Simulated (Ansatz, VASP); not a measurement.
## NbB2 in VASP and in Ansatz

INCAR

```
SYSTEM = NbB2
PREC = Accurate ; ENCUT = 520
EDIFF = 1E-6 ; ISMEAR = 0
SIGMA = 0.15 ; LREAL = .FALSE.
LASPH = .TRUE. ; NELM = 100
ALGO = Normal ; ISIF = 2
LWAVE = .FALSE. ; LCHARG = .FALSE.
GGA = CA ; NBANDS = 16
```

Contents of KPOINTS:

```
Automatic mesh
0
G
  18 18 14
  0 0 0
```

File POSCAR:

```
NbB2
1.0
    2.9951814504      0.0000000000      0.0000000000
   -1.4975907252      2.5939032250      0.0000000000
    0.0000000000      0.0000000000      3.2813216790
Nb B
1 2
Direct
    0.0000000000      0.0000000000      0.0000000000
    0.3333333333      0.6666666667      0.5000000000
    0.6666666667      0.3333333333      0.5000000000
```

Input for Ansatz:

```yaml
crystal:
  lattice:
    - [2.9951814504, 0.0, 0.0]
    - [-1.4975907252, 2.593903225, 0.0]
    - [0.0, 0.0, 3.281321679]
  atoms:
    - { symbol: Nb, position: [0.0, 0.0, 0.0] }
    - { symbol: B, position: [0.3333333333, 0.6666666667, 0.5] }
    - { symbol: B, position: [0.6666666667, 0.3333333333, 0.5] }
basis:
  ecutwfc: 420
kpoints:
  mp_grid: { grid: [18, 18, 14] }
hamiltonian:
  xc: lda
scf:
  occupations: { method: gaussian, width: 0.15 }
output:
  forces: true
  stress: true
  eigenvalues: true
```

Change from the starting cell: strain -0.025 along x and y, +0.000 along z, atoms carried along.

Alike in both runs: task single point; functional LDA; k mesh 18 × 18 × 14; occupations gaussian, width 0.15 eV; no spin polarisation.

|  | VASP | Ansatz |
| --- | --- | --- |
| version | VASP 6.6.1 | Ansatz 0.2.0 |
| potentials or method | VASP PAW LDA potentials, release 64 (Nb_sv, B) | scalar-relativistic, plane waves, PAW |
| plane-wave cutoff (eV) | 520 | 420 |
| valence electrons in the cell | 19 | 19 |

```tsv
	VASP	Ansatz	Ansatz less VASP
gap on the k mesh at the Fermi level (eV)	none	none	-
pressure (GPa)	18.2	18.1	-0.10
largest component of the traceless stress (GPa)	6.94	6.78	-0.160
```

A gap of «none» marks a metal or a gap that the smearing closes.

Caveats: so large a pressure means that the cell lies far from this level's equilibrium, or that cutoff or potentials fall short (VASP).
